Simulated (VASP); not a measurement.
The system is Be.

```xyz
2
Lattice="2.2853 0.0000 0.0000 -1.1426 1.9791 0.0000 0.0000 0.0000 3.5842" Properties=species:S:1:pos:R:3 pbc="T T T"
Be    0.0000    1.3194    0.8961
Be    1.1427    0.6597    2.6882
```

- Program: VASP 6.6.1
- Task: relaxation of cell and atoms
- Functional: LDA
- Potentials or basis: VASP PAW LDA potentials, release 64 (Be)
- Cutoff: 600 eV
- k mesh: 18 × 18 × 10
- Occupations: methfessel-paxton, width 0.1 eV
- Spin: no spin polarisation

At the start: pressure -7.9 GPa; volume 8.11 Å³/atom.

**Question.** How do energy, volume and symmetry change on relaxing?

**Answer.** Over 5 steps the energy falls by 14.3 meV/atom and the volume is 7.56 Å³/atom (-6.7 %); space group P6_3/mmc (No. 194, to 0.05 Å).

Step by step:
| step | energy change (eV) | largest force (eV/Å) | pressure (GPa) | volume (Å³) |
| --- | --- | --- | --- | --- |
| 1 | 0.0000 | 0.0000 | -7.93 | 16.21 |
| 2 | -0.0280 | 0.0000 | -1.22 | 15.29 |
| 3 | -0.0286 | 0.0000 | 0.03 | 15.14 |
| 4 | -0.0286 | 0.0000 | 0.21 | 15.12 |
| 5 | -0.0287 | 0.0000 | 0.14 | 15.12 |

Final structure:
```xyz
2
Lattice="2.2258 0.0000 0.0000 -1.1129 1.9276 0.0000 0.0000 0.0000 3.5246" Properties=species:S:1:pos:R:3 pbc="T T T"
Be    0.0000    1.2851    0.8811
Be    1.1129    0.6425    2.6434
```
